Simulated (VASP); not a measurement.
All values below come from PBE GGA, VASP's PBE PAW potentials (set 64) (plane waves; VASP).

VASP input:

**INCAR**
```
ALGO = Normal
EDIFF = 1E-09
EDIFFG = -0.005
ENCUT = 420
GGA = PE
IBRION = 2
ISIF = 3
ISMEAR = -1
LASPH = T
LCHARG = F
LMAXMIX = 4
LREAL = F
LWAVE = F
NELM = 100
NSW = 50
PREC = Accurate
SIGMA = 0.1
SYSTEM = CoSn
```

### POSCAR
```
CoSn
1
    5.2129900000     0.0000000000     0.0000000000
   -2.6064950000     4.5145820000     0.0000000000
    0.0000000000     0.0000000000     4.1612080000
Co Sn
3 3
Direct
  0.0000000000   0.5000000000   0.0000000000
  0.5000000000   0.0000000000   0.0000000000
  0.5000000000   0.5000000000   0.0000000000
  0.6666670000   0.3333330000   0.5000000000
  0.3333330000   0.6666670000   0.5000000000
  0.0000000000   0.0000000000   0.0000000000
```

KPOINTS:
```
kpoints
0
gamma
  7 7 9
```

POTCAR, in this order: Co Sn_d (PBE.64 set). Program: vasp_std.

Task: What will the output report for the number of irreducible k-points (NKPTS), largest plane-wave count, number of space-group operations, FFT grid (NGX, NGY, NGZ)?

Result: 
```yaml
number of irreducible k-points (NKPTS): 40
largest_plane_wave_count: 1928
number_of_space_group_operations: 24
FFT grid (NGX, NGY, NGZ): 36 × 36 × 28
```

The structure comes from a computed database's CoSn entry; how it stands against other phases isn't given here. This run relaxes it. Symmetry was kept, so distortions that lower it aren't found. The run is one of a series of settings (EDIFF = 1E-09, EDIFFG = -0.005, ENCUT = 420, IBRION = 2, ISIF = 3, NSW = 50, KPOINTS 7×7×9 Γ-centred mesh against the base run), some of them coarse on purpose. The run is not spin-polarised, so no magnetic state was tried. The electron count is odd and the run is not spin-polarised, which forces a metal.
